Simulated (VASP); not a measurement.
An input for Ansatz (written as the equivalent of a VASP run, and not itself run):

Ansatz 0.2 input:
```yaml
crystal:
  lattice:
    - [0.0000000, 3.2046616, 3.2046616]
    - [3.2046616, 0.0000000, 3.2046616]
    - [3.2046616, 3.2046616, 0.0000000]
  atoms:
    - { symbol: Cd, position: [0.0000000, 0.0000000, 0.0000000] }
    - { symbol: Te, position: [0.2500000, 0.2500000, 0.2500000] }
kpoints:
  mp_grid: { grid: [7, 7, 7] }
hamiltonian:
  xc: lda
  pseudopotentials: { kind: paw }
scf:
  occupations: { method: gaussian, width: 0.05 }
  max_iter: 100
relax:
  max_steps: 60
  f_tol: 0.01
  cell: {}
output: { forces: true, stress: true, eigenvalues: true }
```

Task: Translate this input to VASP (INCAR, KPOINTS, POSCAR, choice of POTCAR).

Result: One answer among several that fit: 
INCAR:
```
! general
SYSTEM  = CdTe
PREC    = Accurate
ENCUT   = 400
LREAL   = .FALSE.
LASPH   = .TRUE.   ! aspherical one-centre terms

! electronic loop
EDIFF   = 1E-6   ! SCF stop (eV)
NELM    = 100   ! most electronic steps
ALGO    = Normal
LMAXMIX = 4

! smearing
ISMEAR  = 0   ! Gaussian
SIGMA   = 0.05   ! width (eV)

! ions
IBRION  = 2   ! conjugate gradients
NSW     = 60
ISIF    = 3   ! ions, shape and volume
EDIFFG  = -0.01

! output
LWAVE   = .FALSE.
LCHARG  = .FALSE.
```

File POSCAR:
```
CdTe
1.0
  0.0000000000   3.2046616127   3.2046616127
  3.2046616127   0.0000000000   3.2046616127
  3.2046616127   3.2046616127   0.0000000000
Cd Te
1 1
direct
  0.0000000000   0.0000000000   0.0000000000
  0.2500000000   0.2500000000   0.2500000000
```

### KPOINTS
```
Automatic
0
G
 7 7 7
0 0 0
```

POTCAR, in this order: Cd Te (LDA.64 set). Program: vasp_std.

Limits of the translation: each code has its own PAW files, so the cut-off isn't converted (ENCUT is set for VASP's; basis.ecutwfc is left out, and Ansatz then takes the one that its files recommend); Ansatz stops its SCF on the density residual and VASP on the energy change (EDIFF); Ansatz's lda is the Perdew-Wang form, while the LDA potentials of VASP carry Perdew-Zunger's.

The compound is CdTe in the zinc blende structure. This run relaxes it. Symmetry was kept, so distortions that lower it aren't found. The start is the result of an earlier pass.
